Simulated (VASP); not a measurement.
# SiF (R-3m) in VASP: a series of runs, part 2 of 2

VASP 6.6.1. Earlier steps stand in the parts before.

### Step 4. Single point, PBE

This run uses another cell than the first one, of 10.97 Å³/atom, 0.907 times its volume.

File INCAR:

```
SYSTEM = SiF
ALGO     = Normal         ! electronic algorithm
EDIFF    = 1E-6           ! SCF threshold, eV
ENCUT    = 520            ! plane-wave cutoff, eV
GGA      = PE             ! functional
ISIF     = 2              ! what is computed and relaxed
ISMEAR   = 0              ! smearing method
LASPH    = .TRUE.         ! aspherical terms in the spheres
LCHARG   = .FALSE.        ! write CHGCAR
LREAL    = .FALSE.        ! projectors in reciprocal space
LWAVE    = .FALSE.        ! write WAVECAR
NBANDS   = 12             ! bands
NELM     = 100            ! most SCF steps
PREC     = Accurate       ! precision mode
SIGMA    = 0.1            ! smearing width, eV
```

File KPOINTS:

```
k-points
0
G
  6 6 6
  0 0 0
```

File POSCAR:

```
SiF
1.0
    1.5663429000      0.9043284900      2.5806903100
   -1.5663429000      0.9043284900      2.5806903100
    0.0000000000     -1.8086569800      2.5806903100
Si F
1 1
Direct
    0.5000000000      0.5000000000      0.5000000000
    0.0000000000      0.0000000000      0.0000000000
```

Potentials or basis: VASP PAW PBE potentials, release 64 (Si, F).

On the command line:

```bash
$ cat potpaw_PBE.64/Si/POTCAR potpaw_PBE.64/F/POTCAR > POTCAR
$ mpirun -np 1 vasp_std > vasp.out
```

OUTCAR:

```text
SYSTEM = SiF
   EDIFF = 1E-6
   ENCUT = 520
   GGA = PE
   ISIF = 2
   ISMEAR = 0
   LASPH = .TRUE.
   LREAL = .FALSE.
   NELM = 100
   PREC = Accurate

 ion  position               nearest neighbor table
   1  0.500  0.500  0.500-   2 2.22   2 2.22   2 2.22   2 2.22   2 2.22   2 2.22
   2  0.000  0.000  0.000-   1 2.22   1 2.22   1 2.22   1 2.22   1 2.22   1 2.22

  LATTYP: Found a trigonal (rhomboedric) cell.
 ALAT       =     3.1513810583
 COS(alpha) =     0.5059148050

  Lattice vectors:

 A1 = (   1.5663429000,   0.9043284900,   2.5806903100)
 A2 = (  -1.5663429000,   0.9043284900,   2.5806903100)
 A3 = (   0.0000000000,  -1.8086569800,   2.5806903100)

Analysis of symmetry for initial positions (statically):
=====================================================================
 Subroutine PRICEL returns:
 Original cell was already a primitive cell.

 Routine SETGRP: Setting up the symmetry group for a
 trigonal (rhombohedral) supercell.

 Subroutine GETGRP returns: Found 12 space group operations
 (whereof 12 operations were pure point group operations)
 out of a pool of 12 trial point group operations.

The static configuration has the point symmetry D_3d.

Analysis of symmetry for dynamics (positions and initial velocities):
=====================================================================
 Subroutine PRICEL returns:
 Original cell was already a primitive cell.

 Routine SETGRP: Setting up the symmetry group for a
 trigonal (rhombohedral) supercell.

 Subroutine GETGRP returns: Found 12 space group operations
 (whereof 12 operations were pure point group operations)
 out of a pool of 12 trial point group operations.

The dynamic configuration has the point symmetry D_3d.

 Subroutine INISYM returns: Found 12 space group operations
 (whereof 12 operations are pure point group operations),
 and found     1 'primitive' translations

----------------------------------------------------------------------------------------

                                     Primitive cell

  volume of cell :      21.9331

  direct lattice vectors                    reciprocal lattice vectors
     1.566342900  0.904328490  2.580690310     0.319214905  0.184298812  0.129164407
    -1.566342900  0.904328490  2.580690310    -0.319214905  0.184298812  0.129164407
     0.000000000 -1.808656980  2.580690310     0.000000000 -0.368597625  0.129164407

  length of vectors
     3.151381058  3.151381058  3.151381054     0.390573491  0.390573491  0.390573492

  position of ions in fractional coordinates (direct lattice)
     0.500000000  0.500000000  0.500000000
     0.000000000  0.000000000  0.000000000

  ion indices of the primitive-cell ions
   primitive index   ion index
                 1           1
                 2           2

----------------------------------------------------------------------------------------

 KPOINTS: k-points

Automatic generation of k-mesh.
 Grid dimensions read from file:
 generate k-points for:    6    6    6

 Generating k-lattice:

[... 22 lines left out ...]
  0.166667  0.166667  0.000000      6.000000
  0.333333  0.166667  0.000000     12.000000
[... 16 lines left out ...]
  0.500000  0.500000  0.166667      6.000000
 -0.333333  0.500000  0.166667     12.000000
 [... further k-points ...]
   k-points           NKPTS =     32   k-points in BZ     NKDIM =     32   number of bands    NBANDS=     12
   number of dos      NEDOS =    301   number of ions     NIONS =      2
   total plane-waves  NPLWV =  13824
   dimension x,y,z NGX =    24 NGY =   24 NGZ =   24
   dimension x,y,z NGXF=    48 NGYF=   48 NGZF=   48
   ions per type =               1   1
   NGX,Y,Z   is equivalent  to a cutoff of  12.66, 12.66, 12.66 a.u.
   NGXF,Y,Z  is equivalent  to a cutoff of  25.32, 25.32, 25.32 a.u.
 SYSTEM =  SiF
   PREC   = accura    normal or accurate (medium, high low for compatibility)
   ISTART =      0    job   : 0-new  1-cont  2-samecut
   ICHARG =      2    charge: 1-file 2-atom 10-const
   ISPIN  =      1    spin polarized calculation?
   LNONCOLLINEAR =      F non collinear calculations
   LSORBIT =      F    spin-orbit coupling
   LASPH  =      T    aspherical Exc in radial PAW
   ENCUT  =  520.0 eV  38.22 Ry    6.18 a.u.   5.86  5.86  5.86*2*pi/ulx,y,z
   NELM   =    100;   NELMIN=  2; NELMDL= -5     # of ELM steps
   EDIFF  = 0.1E-05   stopping-criterion for ELM
   LREAL  =      F    real-space projection
   EDIFFG = 0.1E-04   stopping-criterion for IOM
   NSW    =      0    number of steps for IOM
   IBRION =     -1    ionic relax: 0-MD 1-quasi-New 2-CG
   NFREE  =      0    steps in history (QN), initial steepest desc. (CG)
   ISIF   =      2    stress and relaxation
   ISYM   =      2    0-nonsym 1-usesym 2-fastsym
   POTIM  = 0.5000    time-step for ionic-motion
   TEBEG  =    0.0;   TEEND  =   0.0 temperature during run
   PSTRESS=    0.0 pullay stress
   NELECT =      11.0000    total number of electrons
   NUPDOWN=      -1.0000    fix difference up-down
   EMIN   =  10.00;   EMAX   =-10.00  energy-range for DOS
   EFERMI =   0.00;   METHOD = LEGACY
   ISMEAR =     0;   SIGMA  =   0.10  broadening in eV -4-tet -1-fermi 0-gaus
   EFERMI_NEDOS =   21; number of points for ismear=-14 and -15
   IALGO  =     38    algorithm
   IMIX   =      4    mixing-type and parameters
     AMIX     =   0.40;   BMIX     =  1.00
     AMIX_MAG =   1.60;   BMIX_MAG =  1.00
  volume/ion in A,a.u.               =      10.97        74.01
  Fermi-wavevector in a.u.,A,eV,Ry     =   1.300686  2.457939 23.018105  1.691783
  Thomas-Fermi vector in A             =   2.431868
   LORBIT       =      0    0 simple, 1 ext, 2 COOP (PROOUT), +10 PAW based schemes
   GGA     = PE    functional components
   LHFCALC =     F    Hartree Fock is set to
   AEXX    =    0.0000 exact exchange contribution
   IVDW    =     0    specifies the selected vdW correction
   LEPSILON=     F    determine dielectric tensor
   LRPA    =     F    only Hartree local field effects (RPA)
 non-spin polarized calculation
 Gauss-broadening in eV      SIGMA  =   0.10
  energy-cutoff  :      520.00
  volume of cell :       21.93
 maximum number of plane-waves:       603
   NGX = 11   NGY = 11   NGZ = 11

 number of electron      11.0000003 magnetization

 Free energy of the ion-electron system (eV)
  ---------------------------------------------------
  ext. energy  EPLUGINS =         0.00000000
  ---------------------------------------------------
  free energy    TOTEN  =        -6.52322480 eV

  energy without entropy =       -6.51936222  energy(sigma->0) =       -6.52129351

 E-fermi :   9.8586     XC(G=0): -11.3515

 val. band max:        9.8200958315   @ k =   0.5000   0.3333   0.1667
 cond. band min:       9.9731947280   @ k =   0.3333   0.3333   0.3333
 fundamental gap:      0.1530988966
 Fermi energy:         9.8585704617

 k-point     1 :       0.0000    0.0000    0.0000
  band No.  band energies     occupation
      1     -18.0295      2.00000
      2       0.5694      2.00000
      3       1.3738      2.00000
      4       1.4137      2.00000
      5       1.4137      2.00000
      6      16.3320      0.00000
      7      16.4194      0.00000
      8      16.4194      0.00000
      9      17.4122      0.00000
     10      17.6254      0.00000
     11      17.6254      0.00000
     12      21.9168      0.00000
[... 331 lines left out ...]
 k-point    24 :      -0.3333    0.5000    0.1667
  band No.  band energies     occupation
      1     -17.3751      2.00000
      2      -1.2202      2.00000
      3      -0.2586      2.00000
      4      -0.2113      2.00000
      5       5.6671      2.00000
      6      10.8803      0.00000
      7      11.2543      0.00000
      8      12.1044      0.00000
      9      17.1856      0.00000
     10      22.9235      0.00000
     11      23.0961      0.00000
     12      26.1093      0.00000

 [... further k-points ...]

------------------------ aborting loop because EDIFF is reached ----------------------------------------

  FORCE on cell =-STRESS in cart. coord.  units (eV):
  Direction    XX          YY          ZZ          XY          YZ          ZX
  --------------------------------------------------------------------------------------
  -------------------------------------------------------------------------------------
  Total        7.3103525      7.3103524      7.7351369      0.0000000      0.0000000      0.0000000
  in kB      534.0091556    534.0091498    565.0389519      0.0000000      0.0000000      0.0000000
  external PRESSURE =     544.3524191 kB  Pullay stress =       0.0000000 kB

 VOLUME and BASIS-vectors are now :
 -----------------------------------------------------------------------------
  energy-cutoff  :      520.00
  volume of cell :       21.93
      direct lattice vectors                 reciprocal lattice vectors
     1.566342900  0.904328490  2.580690310     0.319214905  0.184298812  0.129164407
    -1.566342900  0.904328490  2.580690310    -0.319214905  0.184298812  0.129164407
     0.000000000 -1.808656980  2.580690310     0.000000000 -0.368597625  0.129164407

 POSITION                                       TOTAL-FORCE (eV/Angst)
 -----------------------------------------------------------------------------------
      0.00000      0.00000      3.87104         0.000000     -0.000000      0.000000
      0.00000      0.00000      0.00000         0.000000      0.000000      0.000000
 -----------------------------------------------------------------------------------
    total drift:                               -0.000000     -0.000000     -0.000000

  FREE ENERGIE OF THE ION-ELECTRON SYSTEM (eV)
  ---------------------------------------------------
  free  energy   TOTEN  =        -6.5232247993 eV

  energy  without entropy=       -6.5193622194  energy(sigma->0) =       -6.52129351
```

Wall time 6.3 s (1 thread of AMD EPYC 7R13 (Zen 3), shared host); peak memory 0.1 GiB.

What came out:

* Free energy: -6.5232 eV
* Pressure: 54.4 GPa
* Band gap on the k mesh: none (metal or under the smearing width)

Caveat: the k mesh is coarse (spacing up to 0.41 Å⁻¹), so the values aren't converged; a pressure of tens of GPa on the cell as given is suspect, and the run, the potentials or the cell itself is likely at fault; an odd number of electrons without spin polarisation forces a metal; a magnetic or distorted state may lie lower.

### Step 5. Overview

| task | cell | k mesh | cutoff (eV) | mesh quality | gap on the mesh (eV) | pressure (GPa) |
| --- | --- | --- | --- | --- | --- | --- |
| single point | R-3m, 12.09 Å³/atom | 9 × 9 × 9 | 520 | not flagged | none | -0.3 |
| relaxation of cell and atoms | relaxed | 9 × 9 × 9 | 600 | not flagged | none | -0.2 |
| single point | R-3m, 10.97 Å³/atom | 6 × 6 × 6 | 520 | coarse | none | 54.4 |

Alike in all rows: level PBE; potentials or basis VASP PAW PBE potentials, release 64 (Si, F); no spin polarisation; smearing gaussian 0.1 eV.

Caveats: some runs use coarse meshes; an odd number of electrons without spin polarisation forces a metal; a magnetic or distorted state may lie lower; a pressure of tens of GPa on the cell as given is suspect, and the run, the potentials or the cell itself is likely at fault (some runs).

Absolute energies hang on the potentials; compare differences alone.
